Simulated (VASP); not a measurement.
Data:

```
BP
1.0
    0.00000     2.28241     2.28241
    2.28241     0.00000     2.28241
    2.28241     2.28241     0.00000
B P
1 1
Direct
  0.00000   0.00000   0.00000
  0.25000   0.25000   0.25000
```

Computed with revPBE GGA, VASP's PBE PAW potentials (set 64) (plane waves; VASP 6.6.1). Settings: 520 eV cut-off, 11×11×11 Γ-centred mesh, tetrahedra with Blöchl corrections, potentials B P.

Q: What does the run give for the energy per atom (σ→0)?

A: 
```yaml
energy per atom (σ→0): -6.193 eV/atom
```

Only differences to runs with the same potentials and settings are physical.

The compound is BP in the zinc blende structure. It was relaxed first.
